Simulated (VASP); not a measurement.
Given:

```xyz
2
Lattice="1.6371 -2.8355 0.0000 1.6371 2.8355 0.0000 0.0000 0.0000 5.3142" Properties=species:S:1:pos:R:3 pbc="T T T"
Mg     1.6371     0.9452     1.3285
Mg     1.6371    -0.9452     3.9856
```

All values below come from PBE GGA, VASP's PBE PAW potentials (set 64) (plane waves; VASP). Run with 400 eV cut-off, 10×10×5 Γ-centred mesh, first-order Methfessel-Paxton smearing of 0.10 eV, potentials Mg.

Q: Give the stress tensor in GPa (positive for a compressed cell).

A: 
```
-2.69   0.00   0.00
 0.00  -2.69   0.00
 0.00   0.00  -1.43
```
The pressure is its mean diagonal, -2.27 GPa.

The compound is Mg in the hcp structure. The cell was not relaxed at this level.
